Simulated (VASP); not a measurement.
VASP ran on this input.

**KPOINTS**
```
Automatic mesh
0
Gamma
13 13 13
0 0 0
```

**INCAR**
```
# general
SYSTEM  = FeAl
PREC    = Accurate
ENCUT   = 500
LREAL   = F
LASPH   = T

# electronic loop
EDIFF   = 1E-6
NELM    = 100
ALGO    = Normal
LMAXMIX = 4

# smearing
ISMEAR  = 1
SIGMA   = 0.1

# functional
GGA     = PS

# ions
IBRION  = 2
NSW     = 40
ISIF    = 3
EDIFFG  = -0.02
PSTRESS = 50

# output
LWAVE   = F
LCHARG  = F
```

File POSCAR:
```
FeAl
1.0
  2.8398307079   0.0000000000   0.0000000000
  0.0000000000   2.8398307079   0.0000000000
  0.0000000000   0.0000000000   2.8398307079
Al Fe
1 1
direct
  0.5000000000   0.5000000000   0.5000000000
  0.0000000000   0.0000000000   0.0000000000
```

POTCAR, in this order: Al Fe (PBE.64 set). Program: vasp_std.

Q: Translate this PBEsol calculation to Quantum ESPRESSO's pw.x.

A: One equivalent input (not run):
```
&CONTROL
  calculation = 'vc-relax'
  pseudo_dir = './pseudo'
  outdir = './out'
  tprnfor = .true.
  tstress = .true.
  nstep = 40
  forc_conv_thr = 0.00078
/
&SYSTEM
  ibrav = 0
  nat = 2
  ntyp = 2
  ecutwfc = 90
  occupations = 'smearing'
  smearing = 'methfessel-paxton'
  degauss = 0.00735
  input_dft = 'pbesol'
/
&ELECTRONS
  conv_thr = 7.3e-08
  electron_maxstep = 100
/
&IONS
/
&CELL
  press = 50
/
ATOMIC_SPECIES
  Al 26.982 Al.upf
  Fe 55.845 Fe.upf
CELL_PARAMETERS angstrom
     2.8398307    0.0000000    0.0000000
     0.0000000    2.8398307    0.0000000
     0.0000000    0.0000000    2.8398307
ATOMIC_POSITIONS crystal
  Al   0.5000000  0.5000000  0.5000000
  Fe   0.0000000  0.0000000  0.0000000
K_POINTS automatic
  13 13 13 0 0 0
```
Limits of the translation: the potentials are each code's own (VASP's PAW set, PseudoDojo norm-conserving files in pw.x), so ENCUT and ecutwfc are chosen apart and not converted; conv_thr bounds pw.x's estimated SCF error, while EDIFF bounds the energy change between steps; forc_conv_thr acts on force components and is met together with etot_conv_thr.

The compound is FeAl in the CsCl type structure. This run relaxes it under an external pressure of 5 GPa. Symmetry was kept, so distortions that lower it aren't found.
